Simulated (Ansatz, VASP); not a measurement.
**H2CI2 in VASP and in Ansatz**

```
H C I
1.0
     0.00000    6.55836    2.57599
     4.20462    0.00000    2.57599
     4.20462    6.55836    0.00000
H C I
2 1 2
Direct
  0.77318 0.98854 0.22682
  0.98854 0.77318 0.01146
  0.99893 0.99893 0.00107
  0.36518 0.09019 0.90981
  0.09019 0.36518 0.63482
```

Alike in both runs: functional PBE; k mesh 6 × 6 × 6; occupations gaussian, width 0.02 eV; no spin polarisation.

Ansatz relaxed the structure, and its values are those at the end. VASP's run is a single point on that final structure, the one shown.

```csv
,VASP,Ansatz
version,VASP 6.6.1,Ansatz 0.2.0
potentials or method,"VASP PAW PBE potentials, release 64 (H, C, I)","scalar-relativistic, plane waves, PAW"
plane-wave cutoff (eV),520,420
valence electrons in the cell,20,40
```

```tsv
	VASP	Ansatz	Ansatz less VASP
gap on the k mesh at the Fermi level (eV)	2.98	2.97	-0.013
least direct gap on the mesh (eV)	3.07	3.06	-0.017
pressure (GPa)	-0.1	0.0	+0.03
rms of the force components (eV/Å)	0.011	0.001	-0.0105
```

With one functional, cell and mesh, what is left measures potentials, basis and numerics. The two sets of potentials don't hold the same shells in valence.

Caveats: spin-orbit coupling is left out, which moves the levels of the heavy elements. A k mesh can miss the band edges.
